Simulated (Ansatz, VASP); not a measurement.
# SiTe2 in two plane-wave programs, part 2 of 2

One calculation is typed for both programs; each brings its own data sets. How far apart do they land? The cell is taken from a series of runs on this material, whose earlier steps may have relaxed, scaled, displaced or heated it; both programs get it as it stands.

VASP 6.6.1 and Ansatz 0.2.0.

So far: The starting structure; Ansatz: zone-centre phonons, PBEsol.

### Step 3. VASP: zone-centre phonons, PBEsol

Level of this step: PBEsol; plane waves and PAW (Si, Te) (VASP).

The same cell, functional, mesh and smearing now go to VASP, with its own data sets.

Lines of VASP's logs that name or quote its potential files are left out, and so is its time.

Input file INCAR:

```
SYSTEM = SiTe2
PREC = Accurate
ENCUT = 500
EDIFF = 1E-08
NELM = 120
ISMEAR = 1
SIGMA = 0.2
LREAL = .FALSE.
ALGO = Normal
GGA = PS
NBANDS = 14
LORBIT = 11
LWAVE = .FALSE.
LCHARG = .FALSE.
ISIF = 2
IBRION = 8
LASPH = .TRUE.
GGA_COMPAT = .FALSE.
NELMDL = -8
KPAR = 2
```

Input file POSCAR:

```
SiTe2
1.0
    3.7022098315      0.0000000000      0.0000000000
   -1.8511049158      3.2385937012      0.0000000000
    0.0000000000      0.0000000000     30.4240000000
Si Te
1 2
Direct
    0.0000000000      0.0000000000      0.3286878780
    0.3324914636      0.6649829271      0.3819575675
    0.6675085364      0.3350170729      0.2754181885
```

Input file KPOINTS:

```
Automatic mesh
0
Gamma
15 15 1
0 0 0
```

Potentials, in the order of the species: Si and Te (PBE family, release 64).

Command:

```
$ mpirun -np 2 vasp_std
```

Numbers of over 12 decimals in the logs are rounded to 6 here.

Log:

```text
[banner, memory and clock lines left out]
running    2 mpi-ranks, on    1 nodes
 distrk:  each k-point on    1 cores,    2 groups
 distr:  one band on    1 cores,    1 groups

 POSCAR found type information on POSCAR SiTe
 POSCAR found :  2 types and       3 ions
|                                                                             |
|               ----> ADVICE to this user running VASP <----                  |
|                                                                             |
|     You enforced a specific xc type in the INCAR file but a different       |
|     [... a line on the potential file left out ...]
|     I HOPE YOU KNOW WHAT YOU ARE DOING!                                     |
|                                                                             |

 LDA part: xc-table for (Slater+PW92), standard interpolation
 POSCAR, INCAR and KPOINTS ok, starting setup
 FFT: planning ... GRIDC
 FFT: planning ... GRID_SOFT
 FFT: planning ... GRID
 WAVECAR not read
 entering main loop
       N       E                     dE             d eps       ncg     rms          rms(c)
DAV:   1     0.105682406958E+03    0.10568E+03   -0.42565E+03  1792   0.732E+02
DAV:   2    -0.220499001214E+01   -0.10789E+03   -0.99943E+02  2990   0.123E+02
DAV:   3    -0.124681695544E+02   -0.10263E+02   -0.10113E+02  2430   0.485E+01
DAV:   4    -0.127787516655E+02   -0.31058E+00   -0.30934E+00  2430   0.105E+01
DAV:   5    -0.127905075393E+02   -0.11756E-01   -0.11754E-01  2942   0.216E+00
DAV:   6    -0.127906513265E+02   -0.14379E-03   -0.14379E-03  2646   0.193E-01
DAV:   7    -0.127906560288E+02   -0.47022E-05   -0.47023E-05  2956   0.336E-02
DAV:   8    -0.127906561294E+02   -0.10062E-06   -0.10056E-06  2708   0.374E-03    0.978E+00
DAV:   9    -0.126914042416E+02    0.99252E-01   -0.86956E-02  2350   0.198E+00    0.533E+00
DAV:  10    -0.126598225171E+02    0.31582E-01   -0.69753E-02  2410   0.151E+00    0.509E-01
DAV:  11    -0.126593167926E+02    0.50572E-03   -0.79724E-03  2368   0.561E-01    0.314E-01
DAV:  12    -0.126591898016E+02    0.12699E-03   -0.84313E-04  2832   0.171E-01    0.162E-01
DAV:  13    -0.126588662346E+02    0.32357E-03   -0.60328E-04  2350   0.134E-01    0.137E-01
DAV:  14    -0.126589936383E+02   -0.12740E-03   -0.69520E-05  2242   0.543E-02    0.321E-02
[...]
DAV:  22    -0.126593929143E+02   -0.42535E-05   -0.13566E-07  2272   0.108E-03    0.549E-04
DAV:  23    -0.126593951402E+02   -0.22259E-05   -0.30448E-08  2324   0.567E-04    0.333E-04
DAV:  24    -0.126593965383E+02   -0.13982E-05   -0.20259E-08  2092   0.398E-04    0.402E-04
DAV:  25    -0.126593968744E+02   -0.33605E-06   -0.43764E-10  1928   0.148E-04    0.147E-04
DAV:  26    -0.126593971603E+02   -0.28592E-06   -0.17746E-09  1660   0.155E-04    0.102E-04
DAV:  27    -0.126593971955E+02   -0.35193E-07    0.46773E-10  1880   0.605E-05    0.707E-05
DAV:  28    -0.126593972167E+02   -0.21155E-07    0.63980E-10  1562   0.382E-05    0.324E-05
DAV:  29    -0.126593972206E+02   -0.39031E-08    0.70822E-10  1850   0.197E-05
   1 F= -.12659397E+02 E0= -.12659292E+02  d E =-.314402E-03
 Linear response reoptimize wavefunctions to high precision
DAV:   1    -0.126593972218E+02   -0.12560E-08    0.72927E-10  1514   0.110E-05
DAV:   2    -0.126593972218E+02    0.18190E-11    0.73384E-10  1904   0.542E-06
 Linear response DOF=           6
 Linear response progress:
  Degree of freedom:   1/  6
       N       E                     dE             d eps       ncg     rms          rms(c)
RMM:   1    -0.188622304790E-01   -0.18862E-01    0.11996E-02  4361   0.839E-01
RMM:   2    -0.164582052012E-01    0.24040E-02   -0.13914E-03  2879   0.211E-01    0.977E-02
RMM:   3    -0.164911568364E-01   -0.32952E-04   -0.73064E-05  2902   0.523E-02    0.550E-02
RMM:   4    -0.165675241121E-01   -0.76367E-04   -0.31579E-05  2903   0.291E-02    0.540E-03
RMM:   5    -0.165570089538E-01    0.10515E-04   -0.14749E-06  3066   0.751E-03    0.229E-03
RMM:   6    -0.165487977984E-01    0.82112E-05   -0.18526E-07  3138   0.226E-03    0.888E-04
RMM:   7    -0.165494581755E-01   -0.66038E-06   -0.13910E-08  3075   0.780E-04    0.264E-04
RMM:   8    -0.165500731537E-01   -0.61498E-06   -0.18148E-09  3216   0.218E-04    0.598E-05
RMM:   9    -0.165501398695E-01   -0.66716E-07   -0.25181E-11  3034   0.112E-04    0.405E-05
RMM:  10    -0.165501499089E-01   -0.10039E-07    0.21300E-10  3353   0.327E-05    0.520E-06
RMM:  11    -0.165501534366E-01   -0.35277E-08   -0.22164E-10  3167   0.148E-05    0.247E-06
 first order change of Fermi-energy  -0.91533E-05
 force on displaced ion       1 direction 1 :  -4.210   0.000   0.000
 Linear response progress:
  Degree of freedom:   2/  6
       N       E                     dE             d eps       ncg     rms          rms(c)
RMM:   1    -0.190293997270E-01   -0.19029E-01    0.11976E-02  4425   0.843E-01
RMM:   2    -0.165251831216E-01    0.25042E-02   -0.14210E-03  2892   0.213E-01    0.986E-02
RMM:   3    -0.165590358497E-01   -0.33853E-04   -0.73514E-05  2939   0.524E-02    0.555E-02
RMM:   4    -0.166342567445E-01   -0.75221E-04   -0.30570E-05  3013   0.286E-02    0.639E-03
RMM:   5    -0.166290183622E-01    0.52384E-05   -0.16690E-06  3106   0.734E-03    0.293E-03
RMM:   6    -0.166177140611E-01    0.11304E-04   -0.42022E-07  3090   0.316E-03    0.961E-04
[...]
RMM:   9    -0.166181323605E-01    0.49339E-07   -0.11273E-09  3276   0.118E-04    0.310E-05
RMM:  10    -0.166181313910E-01    0.96945E-09   -0.23059E-09  3242   0.574E-05    0.191E-05
 first order change of Fermi-energy   0.67300E-03
 force on displaced ion       1 direction 2 :   0.000  -4.103  -0.167
 Linear response progress:
  Degree of freedom:   3/  6
       N       E                     dE             d eps       ncg     rms          rms(c)
RMM:   1    -0.352228029955E-01   -0.35223E-01    0.40857E-02  4744   0.990E-01
RMM:   2    -0.307236911757E-01    0.44991E-02   -0.26645E-03  2892   0.306E-01    0.167E-01
RMM:   3    -0.306709817560E-01    0.52709E-04   -0.17185E-04  3147   0.771E-02    0.809E-02
RMM:   4    -0.306557460050E-01    0.15236E-04   -0.58924E-05  2984   0.363E-02    0.271E-02
RMM:   5    -0.306539761189E-01    0.17699E-05   -0.78344E-06  3175   0.126E-02    0.958E-03
RMM:   6    -0.306625516558E-01   -0.85755E-05   -0.90753E-07  3146   0.550E-03    0.328E-03
RMM:   7    -0.306632956972E-01   -0.74404E-06   -0.16157E-07  3213   0.196E-03    0.395E-04
RMM:   8    -0.306633749054E-01   -0.79208E-07   -0.14327E-08  3310   0.516E-04    0.300E-04
RMM:   9    -0.306635359156E-01   -0.16101E-06   -0.33066E-08  3328   0.596E-04    0.180E-04
RMM:  10    -0.306635966852E-01   -0.60770E-07   -0.71050E-09  3352   0.104E-04    0.628E-05
RMM:  11    -0.306636289700E-01   -0.32285E-07   -0.27137E-08  3320   0.233E-04    0.401E-05
RMM:  12    -0.306636122669E-01    0.16703E-07   -0.52231E-08  3517   0.104E-04    0.183E-05
RMM:  13    -0.306635811055E-01    0.31161E-07   -0.28942E-08  3437   0.776E-05    0.116E-05
RMM:  14    -0.306635831336E-01   -0.20280E-08   -0.43114E-08  3385   0.167E-05    0.809E-06
 first order change of Fermi-energy  -0.21536E-03
 force on displaced ion       1 direction 3 :   0.000  -0.167  -8.760
 Linear response progress:
  Degree of freedom:   4/  6
       N       E                     dE             d eps       ncg     rms          rms(c)
RMM:   1    -0.406572847868E-01   -0.40657E-01    0.32032E-02  7625   0.104E+00
RMM:   2    -0.401455200714E-01    0.51176E-03   -0.20465E-03  5175   0.279E-01    0.704E-02
RMM:   3    -0.402059711213E-01   -0.60451E-04   -0.12674E-04  5132   0.674E-02    0.506E-02
RMM:   4    -0.402761068189E-01   -0.70136E-04   -0.20232E-05  5294   0.270E-02    0.142E-02
RMM:   5    -0.403015544874E-01   -0.25448E-04   -0.15452E-06  5485   0.869E-03    0.343E-03
RMM:   6    -0.402969499871E-01    0.46045E-05   -0.12246E-07  5590   0.257E-03    0.556E-04
RMM:   7    -0.402958302031E-01    0.11198E-05    0.27810E-08  5841   0.744E-04    0.240E-04
RMM:   8    -0.402962430783E-01   -0.41288E-06    0.29692E-08  5757   0.301E-04    0.670E-05
RMM:   9    -0.402963957058E-01   -0.15263E-06    0.18920E-08  5857   0.112E-04    0.243E-05
RMM:  10    -0.402963524436E-01    0.43262E-07    0.19939E-08  5832   0.483E-05    0.735E-06
RMM:  11    -0.402963667309E-01   -0.14287E-07    0.96007E-10  5902   0.203E-05    0.441E-06
RMM:  12    -0.402963748476E-01   -0.81167E-08    0.69468E-09  5956   0.993E-06    0.115E-06
 first order change of Fermi-energy  -0.12712E-03
 force on displaced ion       2 direction 1 :  -2.694   0.009  -0.003
 Linear response progress:
  Degree of freedom:   5/  6
       N       E                     dE             d eps       ncg     rms          rms(c)
RMM:   1    -0.409521764362E-01   -0.40952E-01    0.32287E-02  4341   0.104E+00
RMM:   2    -0.403856743337E-01    0.56650E-03   -0.20329E-03  2918   0.279E-01    0.710E-02
RMM:   3    -0.404493252547E-01   -0.63651E-04   -0.12687E-04  2902   0.679E-02    0.510E-02
RMM:   4    -0.405207249036E-01   -0.71400E-04   -0.20795E-05  3007   0.273E-02    0.143E-02
RMM:   5    -0.405466816426E-01   -0.25957E-04   -0.21175E-06  3131   0.892E-03    0.352E-03
RMM:   6    -0.405434518157E-01    0.32298E-05   -0.33313E-07  3153   0.271E-03    0.168E-03
RMM:   7    -0.405411115518E-01    0.23403E-05   -0.53612E-08  3164   0.114E-03    0.362E-04
RMM:   8    -0.405409347039E-01    0.17685E-06   -0.61356E-09  3278   0.380E-04    0.122E-04
RMM:   9    -0.405412169646E-01   -0.28226E-06   -0.13870E-09  3290   0.141E-04    0.343E-05
RMM:  10    -0.405412374319E-01   -0.20467E-07    0.35355E-09  3301   0.570E-05    0.884E-06
RMM:  11    -0.405412401963E-01   -0.27645E-08   -0.97679E-09  3314   0.293E-05    0.588E-06
 first order change of Fermi-energy  -0.76592E-03
 force on displaced ion       2 direction 2 :   0.000  -2.698  -0.063
 Linear response progress:
  Degree of freedom:   6/  6
       N       E                     dE             d eps       ncg     rms          rms(c)
RMM:   1    -0.822835762707E-01   -0.82284E-01    0.45452E-02  4344   0.112E+00
RMM:   2    -0.805878601583E-01    0.16957E-02   -0.28043E-03  2937   0.321E-01    0.101E-01
RMM:   3    -0.804955771014E-01    0.92283E-04   -0.22453E-04  3081   0.838E-02    0.739E-02
RMM:   4    -0.804406394745E-01    0.54938E-04   -0.46468E-05  3035   0.329E-02    0.378E-02
RMM:   5    -0.804224234601E-01    0.18216E-04   -0.17304E-05  3128   0.205E-02    0.116E-02
RMM:   6    -0.804232136854E-01   -0.79023E-06   -0.13290E-06  3119   0.613E-03    0.806E-03
RMM:   7    -0.804261900301E-01   -0.29763E-05   -0.29987E-07  3243   0.275E-03    0.141E-03
RMM:   8    -0.804270334565E-01   -0.84343E-06   -0.26930E-08  3205   0.924E-04    0.122E-03
RMM:   9    -0.804303683730E-01   -0.33349E-05   -0.11692E-07  3309   0.109E-03    0.559E-04
RMM:  10    -0.804308849799E-01   -0.51661E-06   -0.54896E-09  3347   0.277E-04    0.290E-04
RMM:  11    -0.804333922496E-01   -0.25073E-05   -0.61419E-08  3335   0.663E-04    0.232E-04
RMM:  12    -0.804335888270E-01   -0.19658E-06    0.18213E-08  3490   0.173E-04    0.165E-04
RMM:  13    -0.804337580331E-01   -0.16921E-06    0.12225E-08  3549   0.280E-04    0.241E-05
RMM:  14    -0.804338876439E-01   -0.12961E-06    0.20907E-08  3582   0.121E-04    0.502E-05
RMM:  15    -0.804339002198E-01   -0.12576E-07   -0.56594E-08  3550   0.109E-04    0.333E-05
RMM:  16    -0.804339214434E-01   -0.21224E-07   -0.58098E-09  3578   0.466E-05    0.123E-05
RMM:  17    -0.804339533440E-01   -0.31901E-07   -0.17890E-09  3504   0.402E-05    0.646E-06
RMM:  18    -0.804339651218E-01   -0.11778E-07   -0.62912E-09  3402   0.176E-05    0.631E-06
RMM:  19    -0.804339690638E-01   -0.39419E-08   -0.96205E-09  3253   0.120E-05    0.138E-06
 first order change of Fermi-energy   0.94400E+00
 force on displaced ion       2 direction 3 :   0.000  -0.042  -7.398
 Linear response finished
```

From OUTCAR (step 3):

```text
ion  position               nearest neighbor table
   1  0.000  0.000  0.329-   3 2.69   2 2.69   3 2.69   2 2.69   3 2.70   2 2.70
   2  0.332  0.665  0.382-   1 2.69   1 2.69   1 2.70
   3  0.668  0.335  0.275-   1 2.69   1 2.69   1 2.70

  LATTYP: Found a base centered orthorhombic cell.
 ALAT       =     3.7022098315
 B/A-ratio  =     1.7495462703
 C/A-ratio  =     8.2177946104

 Subroutine GETGRP returns: Found  4 space group operations
 (whereof  2 operations were pure point group operations)

The static configuration has the point symmetry C_1h.
 The point group associated with its full space group is C_2h.

 Found     64 irreducible k-points:

   k-points           NKPTS =     64   k-points in BZ     NKDIM =     64   number of bands    NBANDS=     14

   dimension x,y,z NGX =    28 NGY =   28 NGZ =  224
   dimension x,y,z NGXF=    56 NGYF=   56 NGZF=  448

   ENCUT  =  500.0 eV  36.75 Ry    6.06 a.u.   6.75  6.80 55.47*2*pi/ulx,y,z

   NELECT =      16.0000    total number of electrons

 k-points in reciprocal lattice and weights: Automatic mesh
   0.00000000  0.00000000  0.00000000       0.004
   0.06666667 -0.00000000  0.00000000       0.018
   0.13333333 -0.00000000  0.00000000       0.018
   0.20000000 -0.00000000  0.00000000       0.018
   0.26666667 -0.00000000  0.00000000       0.018
   0.33333333  0.00000000  0.00000000       0.018
   0.40000000 -0.00000000  0.00000000       0.018
   0.46666667  0.00000000  0.00000000       0.018
   0.00000000  0.06666667  0.00000000       0.009
[...]
0.00000000  0.46666667  0.00000000       0.009
   0.06666667  0.46666667  0.00000000       0.009

 average (electrostatic) potential at core
       1 -92.1259       2 -96.3886       3 -96.3886

  Total        0.4897278      0.4170883      0.1146120     -0.0000000     -0.0005163      0.0000000
  in kB        2.1509560      1.8319129      0.5033926     -0.0000000     -0.0022676      0.0000000
  external PRESSURE =       1.4954205 kB  Pullay stress =       0.0000000 kB

  energy-cutoff  :      500.00
  volume of cell :      364.78
      direct lattice vectors                 reciprocal lattice vectors
     3.702209831  0.000000000  0.000000000     0.270108947  0.154387999  0.000000000
    -1.851104916  3.238593701  0.000000000     0.000000000  0.308775997  0.000000000
     0.000000000  0.000000000 30.424000000     0.000000000  0.000000000  0.032868788

 POSITION                                       TOTAL-FORCE (eV/Angst)
 -----------------------------------------------------------------------------------
      0.00000      0.00000     10.00000         0.000000      0.000000      0.000000
      0.00000      2.15361     11.62068         0.000000     -0.000006      0.036461
      1.85110      1.08498      8.37932        -0.000000      0.000006     -0.036461
 -----------------------------------------------------------------------------------
    total drift:                               -0.000000      0.000000      0.000005

 Eigenvectors and eigenvalues of the dynamical matrix
 ----------------------------------------------------

   1 f  =    9.202087 THz    57.818416 2PiTHz  306.948572 cm-1    38.056756 meV
             X         Y         Z           dx          dy          dz
      0.000000  0.000000 10.000000    -0.000000    0.034126    0.948521
      0.000000  2.153610 11.620677     0.000000   -0.008527   -0.222484
      1.851105  1.084984  8.379323     0.000000   -0.008527   -0.222484

   2 f  =    6.377331 THz    40.069952 2PiTHz  212.724864 cm-1    26.374510 meV
             X         Y         Z           dx          dy          dz
      0.000000  0.000000 10.000000    -0.949145    0.000000   -0.000000
      0.000000  2.153610 11.620677     0.222625   -0.000000    0.000000
      1.851105  1.084984  8.379323     0.222625   -0.000000    0.000000

   3 f  =    6.289625 THz    39.518878 2PiTHz  209.799302 cm-1    26.011787 meV
             X         Y         Z           dx          dy          dz
      0.000000  0.000000 10.000000    -0.000000   -0.948665    0.034345
      0.000000  2.153610 11.620677     0.000000    0.222176   -0.008061
      1.851105  1.084984  8.379323     0.000000    0.222176   -0.008061

   4 f  =    4.466567 THz    28.064266 2PiTHz  148.988624 cm-1    18.472227 meV
             X         Y         Z           dx          dy          dz
      0.000000  0.000000 10.000000     0.000000    0.000000    0.000000
      0.000000  2.153610 11.620677    -0.000000    0.001064    0.707106
      1.851105  1.084984  8.379323     0.000000   -0.001064   -0.707106

   5 f  =    2.533656 THz    15.919432 2PiTHz   84.513678 cm-1    10.478356 meV
             X         Y         Z           dx          dy          dz
      0.000000  0.000000 10.000000     0.000000   -0.000000    0.000000
      0.000000  2.153610 11.620677     0.000000   -0.707106    0.001064
      1.851105  1.084984  8.379323    -0.000000    0.707106   -0.001064

   6 f  =    2.508041 THz    15.758485 2PiTHz   83.659236 cm-1    10.372419 meV
             X         Y         Z           dx          dy          dz
      0.000000  0.000000 10.000000     0.000000   -0.000000   -0.000000
      0.000000  2.153610 11.620677     0.707107    0.000000   -0.000000
      1.851105  1.084984  8.379323    -0.707107   -0.000000    0.000000

   7 f/i=    0.000109 THz     0.000685 2PiTHz    0.003634 cm-1     0.000451 meV
             X         Y         Z           dx          dy          dz
      0.000000  0.000000 10.000000     0.000000   -0.006685   -0.314790
      0.000000  2.153610 11.620677     0.000000   -0.014285   -0.670990
      1.851105  1.084984  8.379323     0.000000   -0.014285   -0.670990

   8 f/i=    0.000175 THz     0.001099 2PiTHz    0.005834 cm-1     0.000723 meV
             X         Y         Z           dx          dy          dz
      0.000000  0.000000 10.000000     0.314840    0.000000    0.000000
      0.000000  2.153610 11.620677     0.671147    0.000000    0.000000
      1.851105  1.084984  8.379323     0.671147    0.000000    0.000000

   9 f/i=    0.007118 THz     0.044721 2PiTHz    0.237419 cm-1     0.029436 meV
             X         Y         Z           dx          dy          dz
      0.000000  0.000000 10.000000    -0.000000   -0.314364    0.006019
      0.000000  2.153610 11.620677    -0.000000   -0.671089    0.014441
      1.851105  1.084984  8.379323    -0.000000   -0.671089    0.014441

 ELASTIC MODULI CONTR FROM IONIC RELAXATION (kBar)
 Direction    XX          YY          ZZ          XY          YZ          ZX
 --------------------------------------------------------------------------------
 XX         -23.6514    -13.9678    -63.4608      0.0000     14.5930     -0.0000
 YY         -13.9678    -26.8636    -73.2128      0.0000    -11.9118      0.0000
 ZZ         -63.4608    -73.2128   -238.8766      0.0000     -0.2563      0.0000
 XY           0.0000      0.0000      0.0000     -3.0330      0.0000     16.3400
 YZ          14.5930    -11.9118     -0.2563      0.0000    -31.6465      0.0000
 ZX          -0.0000      0.0000      0.0000     16.3400      0.0000    -88.0304
 --------------------------------------------------------------------------------
```

Energies printed during the response cycles are not total energies of the cell. The PAW data sets were made with PBE, which is usual practice but a small mismatch for other functionals.

### Step 4. Differences

Known differences besides the potentials themselves: Ansatz cuts the interaction across the vacuum, VASP repeats the sheet without a dipole correction; the data sets hold 36 valence electrons in Ansatz (on its PAW soft_1 files) and 16 in VASP; the cutoff is 420 eV in Ansatz and 500 eV in VASP; Ansatz makes its cores anew for this functional, VASP keeps those of its PBE data sets. Total energies have different zeros and are not compared.

The two programs side by side:

```tsv
quantity	Ansatz	VASP	difference
optical mode 1 (cm⁻¹)	83.0	83.7	-0.84 %
optical mode 2 (cm⁻¹)	83.6	84.5	-1.12 %
optical mode 3 (cm⁻¹)	148.1	149.0	-0.60 %
optical mode 4 (cm⁻¹)	206.5	209.8	-1.57 %
optical mode 5 (cm⁻¹)	209.5	212.7	-1.52 %
optical mode 6 (cm⁻¹)	304.1	306.9	-0.94 %
```

Modes are paired by rising frequency, not by their patterns, so a pair may set unlike modes beside each other; they are those without the splitting of longitudinal modes. Where the cell holds vacuum, a pressure given here is an average over it and none of the material.

### Step 5. Summary of results

```yaml
r_m_s_difference_of_the_optical_zone_centre_modes_each_program_s_sorted_by_frequency_zone_centre_phonons_pbesol: 2.3 cm⁻¹
difference_in_optical_mode_4_zone_centre_phonons_pbesol: -1.6 %
```

The r.m.s. difference of the optical zone-centre modes, each program's sorted by frequency is 2.3 cm⁻¹ (zone-centre phonons, PBEsol). The data sets hold unlike numbers of valence electrons (36 in Ansatz and 16 in VASP), so part of the differences may come from the potentials. Among the rows given in per cent, the largest difference of the zone-centre phonons, PBEsol pair is in optical mode 4, -1.6 %. How closely two codes agree says nothing of how well the functional describes the real material.

[Lines on the potential files, build, host, timing and source positions are cut from VASP's logs without a mark.]

[Logs are printed without paths, hosts, clocks, repeated set-up lines and the standing remarks that a program may print on its own settings, such as how far it seeks lower states.]

[Hosts, paths, dates, database ids (printed as entryN), source tags and the programs' standing remarks are cut or masked in the printed files.]
